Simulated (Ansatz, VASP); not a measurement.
# AlRu: VASP beside Ansatz

One calculation is typed for both programs; each brings its own data sets. How far apart do they land? The cell is taken from a series of runs on this material, whose earlier steps may have relaxed, scaled, displaced or heated it; both programs get it as it stands.

Calculated with Ansatz 0.2.0; plane waves, with VASP 6.6.1 beside it; single point at PBE.

### Step 1. The starting structure

Symmetry: Pm-3m, No. 221, cubic system. The conventional cell has a = 2.992 Å, b = 2.992 Å, c = 2.992 Å, α = 90.00°, β = 90.00°, γ = 90.00°. Nearest to Ru lie 8 Al at 2.59 Å. Al has 8 Ru at 2.59 Å nearest. Farther neighbours are not listed.

### Step 2. VASP: single point, PBE

With cell and atoms fixed, the geometry can't cause a difference; cores, projectors, grids and the points listed under the comparison can.

Lines of VASP's logs that name or quote its potential files are left out, and so is its time.

INCAR reads:

```
SYSTEM = AlRu
PREC = Accurate
ENCUT = 500
EDIFF = 1E-06
NELM = 120
ISMEAR = -1
SIGMA = 0.05
LREAL = .FALSE.
ALGO = Normal
GGA = PE
NBANDS = 14
LASPH = .TRUE.
LORBIT = 11
LWAVE = .FALSE.
LCHARG = .FALSE.
ISIF = 2
GGA_COMPAT = .FALSE.
```

POSCAR reads:

```
AlRu
1.0
    2.9916000000      0.0000000000      0.0000000000
    0.0000000000      2.9916000000      0.0000000000
    0.0000000000      0.0000000000      2.9916000000
Ru Al
1 1
Direct
    0.5000000000      0.5000000000      0.5000000000
    0.0000000000      0.0000000000      0.0000000000
```

KPOINTS reads:

```
Automatic mesh
0
Gamma
8 8 8
0 0 0
```

PAW data sets: Ru_pv and Al (PBE family, release 64).

Run with:

```sh
mpirun -np 1 vasp_std
```

Numbers of over 12 decimals in the logs are rounded to 6 here.

What it wrote:

```text
[banner, memory and clock lines left out]
running    1 mpi-ranks, on    1 nodes
 distrk:  each k-point on    1 cores,    1 groups
 distr:  one band on    1 cores,    1 groups

 POSCAR found type information on POSCAR RuAl
 POSCAR found :  2 types and       2 ions
 LDA part: xc-table for (Slater+PW92), standard interpolation
 POSCAR, INCAR and KPOINTS ok, starting setup
 FFT: planning ... GRIDC
 FFT: planning ... GRID_SOFT
 FFT: planning ... GRID
 WAVECAR not read
 entering main loop
       N       E                     dE             d eps       ncg     rms          rms(c)
DAV:   1     0.117425815642E+03    0.11743E+03   -0.91691E+03   996   0.110E+03
DAV:   2    -0.130175406369E+02   -0.13044E+03   -0.12463E+03  1124   0.320E+02
DAV:   3    -0.148884231367E+02   -0.18709E+01   -0.18645E+01  1154   0.409E+01
DAV:   4    -0.149037058905E+02   -0.15283E-01   -0.15278E-01  1246   0.373E+00
DAV:   5    -0.149039911632E+02   -0.28527E-03   -0.28527E-03  1250   0.451E-01    0.122E+01
DAV:   6    -0.143284670378E+02    0.57552E+00   -0.27190E+00   992   0.189E+01    0.248E+00
DAV:   7    -0.142431734233E+02    0.85294E-01   -0.24395E-01  1004   0.588E+00    0.216E+00
DAV:   8    -0.142280954424E+02    0.15078E-01   -0.18241E-02  1172   0.120E+00    0.204E-01
DAV:   9    -0.142279734317E+02    0.12201E-03   -0.54177E-04  1238   0.153E-01    0.133E-01
DAV:  10    -0.142279683193E+02    0.51124E-05   -0.32328E-05  1218   0.666E-02    0.116E-02
DAV:  11    -0.142279669340E+02    0.13853E-05   -0.17137E-06  1028   0.144E-02    0.544E-03
DAV:  12    -0.142279663272E+02    0.60676E-06   -0.75742E-08   772   0.293E-03
   1 F= -.14227966E+02 E0= -.14218358E+02  d E =-.192176E-01
```

Parts of OUTCAR (step 2):

```text
ion  position               nearest neighbor table
   1  0.500  0.500  0.500-   2 2.59   2 2.59   2 2.59   2 2.59   2 2.59   2 2.59   2 2.59   2 2.59

  LATTYP: Found a simple cubic cell.
 ALAT       =     2.9916000000

 Subroutine GETGRP returns: Found 48 space group operations
 (whereof 48 operations were pure point group operations)

The static configuration has the point symmetry O_h .

 Found     35 irreducible k-points:

   k-points           NKPTS =     35   k-points in BZ     NKDIM =     35   number of bands    NBANDS=     14

   dimension x,y,z NGX =    24 NGY =   24 NGZ =   24
   dimension x,y,z NGXF=    48 NGYF=   48 NGZF=   48

   ENCUT  =  500.0 eV  36.75 Ry    6.06 a.u.   5.45  5.45  5.45*2*pi/ulx,y,z

   NELECT =      17.0000    total number of electrons

 k-points in reciprocal lattice and weights: Automatic mesh
   0.00000000  0.00000000  0.00000000       0.002
   0.12500000  0.00000000  0.00000000       0.012
   0.25000000  0.00000000  0.00000000       0.012
   0.37500000  0.00000000  0.00000000       0.012
   0.50000000  0.00000000  0.00000000       0.006
   0.12500000  0.12500000  0.00000000       0.023
   0.25000000  0.12500000  0.00000000       0.047
   0.37500000  0.12500000  0.00000000       0.047
   0.50000000  0.12500000  0.00000000       0.023
[...]
0.50000000  0.50000000  0.37500000       0.012
   0.50000000  0.50000000  0.50000000       0.002

 average (electrostatic) potential at core
       1 -68.0981       2 -68.5919

 E-fermi :  10.7802

 k-point     1 :       0.0000    0.0000    0.0000
  band No.  band energies     occupation
    ...
      2     -31.0217      2.00000
      3     -31.0217      2.00000
      4       1.0415      2.00000
      5       7.1620      2.00000
      6       7.1620      2.00000
      7      10.9162      0.12354
      8      10.9162      0.12353
      9      10.9162      0.12353
     10      16.7955      0.00000
     11      16.7955      0.00000
    ...

 k-point     2 :       0.1250    0.0000    0.0000
  band No.  band energies     occupation
    ...
      4       1.3397      2.00000
      5       7.2519      2.00000
      6       7.2656      2.00000
      7      10.5675      1.97197
      8      10.5675      1.97197
      9      10.9520      0.06228
     10      15.5611      0.00000
     11      17.3726      0.00000
     12      17.3726      0.00000
     13      21.0652      0.00000
    ...

 k-point     3 :       0.2500    0.0000    0.0000
  band No.  band energies     occupation
    ...
      4       2.1936      2.00000
      5       7.2483      2.00000
      6       7.5333      2.00000
      7       9.8841      2.00000
      8       9.8841      2.00000
      9      11.0402      0.01097
     10      13.8289      0.00000
     11      18.7448      0.00000
     12      18.7448      0.00000
     13      19.7505      0.00000
    ...

  Total        0.4898472      0.4898472      0.4898472      0.0000000     -0.0000000      0.0000000
  in kB       29.3130267     29.3130267     29.3130267      0.0000000     -0.0000000      0.0000000
  external PRESSURE =      29.3130267 kB  Pullay stress =       0.0000000 kB

  energy-cutoff  :      500.00
  volume of cell :       26.77
      direct lattice vectors                 reciprocal lattice vectors
     2.991600000  0.000000000  0.000000000     0.334269287  0.000000000  0.000000000
     0.000000000  2.991600000  0.000000000     0.000000000  0.334269287  0.000000000
     0.000000000  0.000000000  2.991600000     0.000000000  0.000000000  0.334269287

 POSITION                                       TOTAL-FORCE (eV/Angst)
 -----------------------------------------------------------------------------------
      1.49580      1.49580      1.49580         0.000000      0.000000      0.000000
      0.00000      0.00000      0.00000         0.000000      0.000000      0.000000
 -----------------------------------------------------------------------------------
    total drift:                                0.000000     -0.000000     -0.000000

  FREE ENERGIE OF THE ION-ELECTRON SYSTEM (eV)
  ---------------------------------------------------
  free  energy   TOTEN  =       -14.2279663272 eV

  energy  without entropy=      -14.2087487761  energy(sigma->0) =      -14.21835755

 total charge
# of ion       s       p       d       tot
------------------------------------------
    1        0.334   6.241   6.216  12.792
    2        0.392   0.419   0.000   0.810
--------------------------------------------------
tot          0.726   6.660   6.216  13.602

[... 3 further parts left out ...]
```

The run ends at a pressure of 2.93 GPa.

### Step 3. Ansatz: single point, PBE

Ansatz runs on its default PAW (the set named soft_2) files.

The same cell, functional, mesh and smearing now go to Ansatz, which takes its cutoff from its data sets.

input.yaml reads:

```yaml
crystal:
  lattice:
    - [2.9916, 0.0, 0.0]
    - [0.0, 2.9916, 0.0]
    - [0.0, 0.0, 2.9916]
  atoms:
    - { symbol: Ru, position: [0.5, 0.5, 0.5] }
    - { symbol: Al, position: [0.0, 0.0, 0.0] }
kpoints:
  mp_grid: { grid: [8, 8, 8] }
  band_path:
    path:
      - [[0.0, 0.0, 0.0], [0.0, 0.5, 0.0], [0.5, 0.5, 0.0], [0.0, 0.0, 0.0], [0.5, 0.5, 0.5], [0.0, 0.5, 0.0]]
      - [[0.5, 0.5, 0.0], [0.5, 0.5, 0.5]]
    npoints: 10
scf:
  occupations: { method: fermi_dirac, width: 0.05 }
  n_extra_bands: 6
hamiltonian:
  xc: pbe
  pseudopotentials: { kind: paw }
output:
  forces: true
  stress: true
  populations: true
  write_bands: true
  write_density: true
  write_potential: true
  elf: true
  volumetric_format: npy
```

Run with:

```sh
ansatz run input.yaml --threads 4 --pin off --max-ram 8192MiB --backend cpu --events-out ev --progress --plain --runs-dir out
```

What it wrote:

```text
scf.n_extra_bands = 6 over 10 filled bands (N_el = 19.0): the run solves 16 bands
Engine: ansatz 0.2.0, x86_64-unknown-linux-gnu
Pseudopotentials: kind: paw
Pseudopotential: Ru, paw, valence charge 16, recommended cutoff 420 eV (normal), Ru.paw.azcp
Pseudopotential: Al, paw, valence charge 3, recommended cutoff 420 eV (normal), Al.paw.azcp
Functional definition: PBE
  parameter kappa = 0.804
  parameter beta = 0.066725
  exchange = pbe_x(kappa = kappa, mu = beta*pi^2/3)
  correlation = pbe_c(beta = beta)
Crystal: 2 atoms, lattice volume = 26.774 Å³
Basis set: ecut = 420 eV, 485 PW (Γ), exchange–correlation on 40×40×40 points (8 copies of the dense FFT grid, shifted against one another)
Bands: 16, of which v1, the nominal top of the filled ones, is band 10 counted from 1 (9 counted from 0)
Symmetry: 48 space group operations
Space group: Pm-3m (ITA 221), of the structure as read, at distance tolerance 3.0e-5 Å
k-points: 35 of 512
Non-local potential: Ru, projectors of the file, l = 0: 3, l = 1: 2, l = 2: 2, l = 3: 1
Non-local potential: Al, projectors of the file, l = 0: 2, l = 1: 2, l = 2: 1
PAW form: soft (Blöchl's): semilocal exchange-correlation on the pseudo side does not see the compensation charge
PAW one-centre angular grid: Ru, 590 points (default); XC on 64 Gauss nodes
PAW one-centre angular grid: Al, 110 points (default); XC on 64 Gauss nodes
Initial density: superposition of atomic densities (neutral atoms: chi_scale 0, normalization atom), corrected by the library's trained network
Initial wavefunctions: pseudopotential atomic-orbital guess
Functional: x = pbe(κ = 0.804, μ = 0.219515), c = pbe(β = 0.066725)
SCF iter   1: F=—  HF=-6417.437287 eV  |F-HF|=—  |Δ(HF+E_count)|=         —  Δρ=2.25e-3  dr2=1.06e-3  ethr=1.77e-3  ⟨swp⟩=5.3  Hψ=3059  notcnv=0  defer=16
preconditioner: auto → none  [metal: Δε(μ)=0.084 eV  Ē_g=10.964 eV  σ=0.050 eV  W_gap=0.40  n_scr=6 (ndim 8)  ℏωp=23.8 eV  f_vac=0.000  D(μ)=2.43/eV (n_scr^D=26)  sad-step TF]
SCF iter   2: F=—  HF=-6417.436932 eV  |F-HF|=—  |Δ(HF+E_count)|=   3.55e-4  Δρ=1.42e-3  dr2=5.35e-4  ethr=5.59e-6  ⟨swp⟩=2.0  Hψ=901  notcnv=0  defer=21
SCF iter   3: F=—  HF=-6417.436846 eV  |F-HF|=—  |Δ(HF+E_count)|=   8.58e-5  Δρ=3.02e-4  dr2=1.10e-5  ethr=2.81e-6  ⟨swp⟩=1.4  Hψ=562  notcnv=0  defer=21
SCF iter   4: F=—  HF=-6417.436735 eV  |F-HF|=—  |Δ(HF+E_count)|=   1.12e-4  Δρ=9.14e-5  dr2=1.09e-6  ethr=5.81e-8  ⟨swp⟩=2.5  Hψ=741  notcnv=0  defer=21
iter 5 did not close the SCF: its close was put off for the readings that it lacked (scf_convergence_deferred on its scf_iter line)
SCF iter   5: F=-6417.436734 eV  HF=-6417.436734 eV  |F-HF|=2.31e-8  |Δ(HF+E_count)|=   1.92e-7  Δρ=2.46e-5  dr2=4.30e-8  ethr=5.76e-9  ⟨swp⟩=2.4  Hψ=800  notcnv=0  defer=21
SCF iter   6: F=-6417.436734 eV  HF=-6417.436734 eV  |F-HF|=1.17e-9  |Δ(HF+E_count)|=   1.47e-8  Δρ=5.76e-6  dr2=2.33e-9  ethr=2.26e-10  ⟨swp⟩=8.7  Hψ=3037  notcnv=0
SCF 1 converged in 6 iterations: F = -6417.436734 eV  dr2 = 2.33e-9
  greatest PAW one-centre occupation: 0.998 electrons in one spin orbital (limit 2), on the Ru atom at site 0 (counted from 0), in its partial waves of l = 0
NSCF: frozen V_eff on 62 k-points
SCF converged after 6 iterations
Free energy (F): -6417.436734 eV
Harris-Foulkes:  -6417.436734 eV  (|F-HF|=1.17e-9)
Internal energy: -6417.417543 eV  (E = F + TS)
E sigma→0 (E₀):  -6417.427139 eV
Entropy (-TS):   -0.019191 eV (-9.596 meV/atom)
Fermi energy:    16.180233 eV
--- Per-component energies (eV) ---
  E_band       = -119.406083
  E_kinetic    = 543.514073
  E_local      = -1798.678534  (includes V_loc(G=0)·N_el)
  E_nonlocal   = 354.752674
  E_hartree    = 639.379683
  E_xc         = -232.275693
  E_vxc        = -270.790869  (∫ρ·V_xc dr)
  E_paw        = -3929.285797  (= ΣΔE_a)
  E_vpaw       = -226.961586  (= ΣTr[D̂ρ^β])
  E_aug_tail   = -0.000174  (compensation charges beyond the density's cutoff)
  E_ewald      = -1994.823776
  E_smearing   = -0.019191  (= −TS)
  E_closure    = -0.000000  (closes the sum)
  Σ components = -6417.436734   (vs F -6417.436734, Δ=0.00e0)
--- Forces (eV/Å), atoms counted from 1 ---
  atom   1  Ru     0.00000000     0.00000000    -0.00000000
  atom   2  Al    -0.00000000     0.00000000    -0.00000000
  max |Σ_I F_I| component: 1.82e-29 eV/Å
--- Stress (GPa, compression-positive) ---
        2.943551       0.000000       0.000000
       -0.000000       2.943551       0.000000
        0.000000       0.000000       2.943551
  P = ⅓ Tr σ = 2.9436 GPa (29.436 kbar)
--- Band table (eV; the first three rows and the last of 35) ---
  k-point 0: bands = [... 6 lower, 12.5606, 16.3157, 16.3157, 16.3157, 22.1991, 22.1991, 22.1991, 27.0503, ... 2 higher]
  k-point 1: bands = [... 6 lower, 12.6643, 15.9675, 15.9675, 16.3517, 20.9645, 22.7737, 22.7737, 26.4186, ... 2 higher]
  k-point 2: bands = [... 6 lower, 12.9320, 15.2846, 15.2846, 16.4403, 19.2328, 24.1388, 24.1388, 25.1075, ... 2 higher]
  k-point 34: bands = [... 6 lower, 11.4965, 17.7650, 17.7650, 18.6981, 20.2479, 20.2479, 20.2479, 24.6633, ... 2 higher]
--- Löwdin populations: 2 sites ---
  site symbol       q [e]
     0     Ru     16.0248
     1     Al      2.8808
  spilling = 0.004969 (of n_electrons = 19.000000)
```

Reading the cycles: dr2 is the Hartree energy of the density residual (eV), the measure of convergence; HF is the Harris–Foulkes estimate of the energy, which meets the free energy F at convergence.

### Step 4. Comparison

Known differences besides the potentials themselves: the data sets hold 19 valence electrons in Ansatz (on its default PAW (the set named soft_2) files) and 17 in VASP; the cutoff is 420 eV in Ansatz and 500 eV in VASP. Total energies have different zeros and are not compared.

The two programs side by side:

```
      quantity  Ansatz  VASP  difference
pressure (GPa)    2.94  2.93       +0.01
```

### Step 5. Results

```json
{
  "difference in pressure (single point, PBE)": "0.012 GPa"
}
```

What this shows: The difference in pressure is 0.012 GPa (single point, PBE), within the 1 GPa picked in this series as the mark of a large difference. The data sets hold unlike numbers of valence electrons (19 in Ansatz and 17 in VASP), so part of the differences comes from the potentials. How closely two codes agree says nothing of how well the functional describes the real material.

[Lines on the potential files, build, host, timing and source positions are cut from VASP's logs without a mark.]

[Logs are printed without paths, hosts, clocks, repeated set-up lines and the standing remarks that a program may print on its own settings, such as how far it seeks lower states.]

[Hosts, paths, dates, database ids (printed as entryN), source tags and the programs' standing remarks are cut or masked in the printed files.]
